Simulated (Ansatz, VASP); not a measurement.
# Cross-check of Cu (generalised stacking fault on (111) of Cu) between VASP and Ansatz, part 2 of 2

Wanted: the spread between two codes on one cell, functional and k mesh. The cell is taken from a series of runs on this material, whose earlier steps may have relaxed, scaled, displaced or heated it; both programs get it as it stands.

VASP 6.6.1 and Ansatz 0.2.0.

So far. Step 2 (VASP: single point, r2SCAN): The run ends at a pressure of -6.21 GPa, with forces up to 0.12 eV/Å.

### 3. Ansatz: single point, r2SCAN

Level of this step: Ansatz beside VASP: Kohn-Sham DFT, plane waves, r2SCAN (Ansatz).

Ansatz runs on its default PAW (the set named soft_2) files.

The same cell, functional, mesh and smearing now go to Ansatz, which takes its cutoff from its data sets.

The input, input.yaml:

```yaml
crystal:
  lattice:
    - [2.57034, 0.0, 0.0]
    - [-1.28516, 2.22598, 0.0]
    - [0.25703, -0.1484, 25.18402]
  atoms:
    - { symbol: Cu, position: [0.98674, 0.01326, 0.19888] }
    - { symbol: Cu, position: [0.31454, 0.68546, 0.28189] }
    - { symbol: Cu, position: [0.64232, 0.35768, 0.3652] }
    - { symbol: Cu, position: [0.9701, 0.0299, 0.44854] }
    - { symbol: Cu, position: [0.29788, 0.70212, 0.53187] }
    - { symbol: Cu, position: [0.62566, 0.37434, 0.61521] }
    - { symbol: Cu, position: [0.95344, 0.04656, 0.69854] }
    - { symbol: Cu, position: [0.2812, 0.7188, 0.78187] }
    - { symbol: Cu, position: [0.60898, 0.39102, 0.86521] }
    - { symbol: Cu, position: [0.93676, 0.06324, 0.94855] }
    - { symbol: Cu, position: [0.26454, 0.73546, 0.03186] }
    - { symbol: Cu, position: [0.59234, 0.40766, 0.11487] }
kpoints:
  mp_grid: { grid: [12, 12, 1] }
hamiltonian:
  xc: r2scan
scf:
  occupations: { method: fermi_dirac, width: 0.1 }
output:
  forces: true
```

Started as:

```console
> ansatz run input.yaml --threads 6 --pin off --max-ram 102400MiB --backend cuda --events-out ev --progress --plain --runs-dir out
```

Numbers of over 12 decimals in the logs are rounded to 6 here.

Output:

```text
Warning: at least one further symmetry operation maps every atom of the structure, as the run holds it, onto an atom to within 2.36e-5 (fractional), and is not used: no operation is sought that the atoms, as the run holds them, miss by more than 2.00e-5, twice crystal.symmetry.tolerance (1.0e-5). The run uses 2 unitary operations. The run imposes no operation that its atoms and lattice do not hold. Figures that only  [...]
Engine: ansatz 0.2.0, x86_64-unknown-linux-gnu
Pseudopotentials: kind: paw
Pseudopotential: Cu, paw, valence charge 19, recommended cutoff 500 eV (meta_gga), Cu.paw.azcp
Functional definition: r2SCAN
  parameter k0 = 0.174
  parameter k1 = 0.065
  parameter a1 = 4.9479
  exchange = r2scan_x(k0 = k0, k1 = k1, a1 = a1)
  correlation = r2scan_c
device memory: the entry about to start is reckoned to put 7.2 GiB on a device that reports 78.0 GiB free
GPU FFT provider: cuFFT
GPU libraries: cuBLAS 13.8.2, cuFFT 12.4.0, cuSOLVER 12.3.4
Crystal: 12 atoms, lattice volume = 144.091 Å³
Basis set: ecut = 500 eV, 3697 PW (Γ), exchange–correlation on 80×80×768 points (64 copies of the dense FFT grid, shifted against one another)
Bands: 127, of which v1, the nominal top of the filled ones, is band 114 counted from 1 (113 counted from 0)
Symmetry: 2 space group operations
Space group: Cm (ITA 8), of the structure as read, at distance tolerance 5.2e-5 Å
k-points: 43 of 144 (time reversal used)
Non-local potential: Cu, projectors of the file, l = 0: 3, l = 1: 2, l = 2: 3, l = 3: 1
PAW form: soft (Blöchl's): semilocal exchange-correlation on the pseudo side does not see the compensation charge
PAW frozen core: Cu, regenerated for the run's functional (the file was generated under x = pbe(κ = 0.804, μ = 0.219515), c = pbe(β = 0.066725))
PAW one-centre angular grid: Cu, 590 points (default); XC on 160 Gauss nodes
Initial density: superposition of atomic densities (neutral atoms: chi_scale 0, normalization atom), corrected by the library's trained network
Initial wavefunctions: pseudopotential atomic-orbital guess
GPU buffer pool allocated for 76800 grid points (all kernels)
GPU transforms: local potential and band sums: pruned to the plane-wave sphere, on 20×20×192
Functional: x = r2scan, c = r2scan; τ floored in thin density (d = 2e-4 eV/Å³)
SCF iter   1: F=—  HF=-79574.936674 eV  |F-HF|=—  |Δ(HF+E_count)|=         —  Δρ=3.99e-2  dr2=1.26e0  dr2_τ=1.06e-2  ethr=1.77e-3  ⟨swp⟩=4.0  Hψ=15795  notcnv=0  defer=55
preconditioner: auto → Kerker (q_TF=auto, 2.945 Å⁻¹)  [metal: Δε(μ)=0.017 eV  Ē_g=8.133 eV  σ=0.100 eV  W_gap=0.04  n_scr=64 (ndim 8)  ℏωp=35.5 eV  f_vac=0.000  D(μ)=4.25/eV (n_scr^D=18)]
SCF iter   2: F=—  HF=-79574.806267 eV  |F-HF|=—  |Δ(HF+E_count)|=   1.30e-1  Δρ=1.20e-2  dr2=7.56e-2  dr2_τ=1.45e-2  ethr=5.53e-4  ⟨swp⟩=2.0  Hψ=9644  notcnv=0  defer=125
SCF iter   3: F=—  HF=-79574.731717 eV  |F-HF|=—  |Δ(HF+E_count)|=   7.45e-2  Δρ=9.08e-3  dr2=7.97e-2  dr2_τ=5.13e-4  ethr=3.32e-5  ⟨swp⟩=2.0  Hψ=10672  notcnv=0  defer=125
SCF iter   4: F=—  HF=-79574.710839 eV  |F-HF|=—  |Δ(HF+E_count)|=   2.09e-2  Δρ=1.44e-3  dr2=2.58e-3  dr2_τ=1.43e-4  ethr=3.32e-5  ⟨swp⟩=1.4  Hψ=6469  notcnv=0  defer=125
SCF iter   5: F=—  HF=-79574.715222 eV  |F-HF|=—  |Δ(HF+E_count)|=   4.38e-3  Δρ=5.68e-4  dr2=4.85e-4  dr2_τ=6.88e-6  ethr=1.13e-6  ⟨swp⟩=2.0  Hψ=8105  notcnv=0  defer=125
SCF iter   6: F=—  HF=-79574.713353 eV  |F-HF|=—  |Δ(HF+E_count)|=   1.87e-3  Δρ=3.07e-4  dr2=1.22e-4  dr2_τ=1.00e-6  ethr=2.13e-7  ⟨swp⟩=2.0  Hψ=8023  notcnv=0  defer=125
SCF iter   7: F=—  HF=-79574.710338 eV  |F-HF|=—  |Δ(HF+E_count)|=   3.02e-3  Δρ=8.29e-5  dr2=9.68e-6  dr2_τ=1.38e-7  ethr=5.35e-8  ⟨swp⟩=2.0  Hψ=7873  notcnv=0  defer=125
SCF iter   8: F=—  HF=-79574.712388 eV  |F-HF|=—  |Δ(HF+E_count)|=   2.05e-3  Δρ=6.75e-5  dr2=6.01e-6  dr2_τ=1.75e-8  ethr=4.25e-9  ⟨swp⟩=2.0  Hψ=8150  notcnv=0  defer=125
SCF iter   9: F=—  HF=-79574.712388 eV  |F-HF|=—  |Δ(HF+E_count)|=   8.25e-8  Δρ=4.38e-5  dr2=1.97e-6  dr2_τ=7.94e-9  ethr=2.63e-9  ⟨swp⟩=2.0  Hψ=7672  notcnv=0  defer=125
SCF iter  10: F=—  HF=-79574.712388 eV  |F-HF|=—  |Δ(HF+E_count)|=   1.15e-7  Δρ=1.55e-5  dr2=2.93e-7  dr2_τ=1.12e-9  ethr=8.65e-10  ⟨swp⟩=2.0  Hψ=8068  notcnv=0  defer=125
SCF iter  11: F=-79574.712388 eV  HF=-79574.712388 eV  |F-HF|=5.08e-8  |Δ(HF+E_count)|=   1.49e-8  Δρ=7.04e-6  dr2=6.21e-8  dr2_τ=1.96e-10  ethr=4.39e-11  ⟨swp⟩=4.0  Hψ=16418  notcnv=0
SCF 1 converged in 11 iterations: F = -79574.712388 eV  dr2 = 6.21e-8
  greatest PAW one-centre occupation: 1.000 electrons in one spin orbital (limit 2), on the Cu atom at site 11 (counted from 0), in its partial waves of l = 0
SCF converged after 11 iterations
Free energy (F): -79574.712388 eV
Harris-Foulkes:  -79574.712388 eV  (|F-HF|=5.08e-8)
Internal energy: -79574.571440 eV  (E = F + TS)
E sigma→0 (E₀):  -79574.641914 eV
Entropy (-TS):   -0.140948 eV (-11.746 meV/atom)
Fermi energy:    16.142582 eV
--- Per-component energies (eV) ---
  E_band       = -4705.349106
  E_kinetic    = 3592.909702
  E_local      = -49101.688925  (includes V_loc(G=0)·N_el)
  E_nonlocal   = 4749.886906
  E_hartree    = 21671.049641
  E_xc         = -1001.789145
  E_vxc        = -1490.198895  (∫ρ·V_xc dr)
  E_paw        = -20143.873559  (= ΣΔE_a)
  E_vpaw       = -5905.610820  (= ΣTr[D̂ρ^β])
  E_aug_tail   = 0.001679  (compensation charges beyond the density's cutoff)
  E_vtau       = 107.193696  (kinetic-family band-sum trace: ∫τ·v_τ [+ j·A + Jᵃ·Aᵃ] dr)
  E_ewald      = -39337.454443
  E_core_change = -3.613296  (= ΣΔE_core)
  E_smearing   = -0.140948  (= −TS)
  E_closure    = -0.000000  (closes the sum)
  Σ components = -79574.712388   (vs F -79574.712388, Δ=0.00e0)
--- Forces (eV/Å), atoms counted from 1 ---
  atom   1  Cu    -0.10429387     0.06021441     0.00023778
  atom   2  Cu     0.00233868    -0.00135025     0.02688458
  atom   3  Cu    -0.00179508     0.00103639     0.00297212
  atom   4  Cu    -0.00063256     0.00036521    -0.00081584
  atom   5  Cu     0.00067498    -0.00038970     0.00074598
  atom   6  Cu     0.00000783    -0.00000452    -0.00066921
  atom   7  Cu    -0.00006441     0.00003719    -0.00013524
  atom   8  Cu    -0.00061668     0.00035604     0.00086989
  atom   9  Cu     0.00063030    -0.00036390     0.00004344
  atom  10  Cu     0.00179584    -0.00103683    -0.00300307
  atom  11  Cu    -0.00233861     0.00135020    -0.02689379
  atom  12  Cu     0.10429348    -0.06021418    -0.00023671
  max |Σ_I F_I| component: 9.41e-8 eV/Å
```

Reading the cycles: dr2 is the Hartree energy of the density residual (eV), the measure of convergence; HF is the Harris–Foulkes estimate of the energy, which meets the free energy F at convergence.

### 4. Comparison

Known differences besides the potentials themselves: VASP keeps PBE cores, Ansatz makes them for the functional; the data sets hold 228 valence electrons in Ansatz (on its default PAW (the set named soft_2) files) and 132 in VASP; the cutoff is 500 eV in Ansatz and 580 eV in VASP. Total energies have different zeros and are not compared.

Forces on 7 of the 12 atoms, those with the largest forces and the largest differences (eV/Å; atoms numbered as in POSCAR):

| atom | Ansatz x, y, z | VASP x, y, z |
| --- | --- | --- |
| Cu1 | -0.104, 0.060, 0.000 | -0.103, 0.060, 0.001 |
| Cu2 | 0.002, -0.001, 0.027 | 0.002, -0.001, 0.027 |
| Cu4 | -0.001, 0.000, -0.001 | -0.004, 0.002, 0.000 |
| Cu5 | 0.001, 0.000, 0.001 | -0.005, 0.003, -0.002 |
| Cu8 | -0.001, 0.000, 0.001 | 0.005, -0.003, 0.002 |
| Cu11 | -0.002, 0.001, -0.027 | -0.002, 0.001, -0.027 |
| Cu12 | 0.104, -0.060, 0.000 | 0.103, -0.060, -0.001 |

The forces differ by 1.9 meV/Å r.m.s., which is 6.7 % of the r.m.s. force of 0.029 eV/Å (both taken over all components).

### 5. What came out

```json
{
 "r.m.s. force difference (single point, r2SCAN)": "1.9 meV/Å"
}
```

The r.m.s. force difference is 1.9 meV/Å (single point, r2SCAN), within the 12 meV/Å picked in this series as the mark of a large difference. The data sets hold unlike numbers of valence electrons (228 in Ansatz and 132 in VASP), so part of the differences comes from the potentials. Such differences can come from data sets, numerical settings and the points named under the comparisons, not from the functional's error against experiment.

[Lines on the potential files, build, host, timing and source positions are cut from VASP's logs without a mark.]

[Logs are printed without paths, hosts, clocks, repeated set-up lines and the standing remarks that a program may print on its own settings, such as how far it seeks lower states.]

[Hosts, paths, dates, database ids (printed as entryN), source tags and the programs' standing remarks are cut or masked in the printed files.]
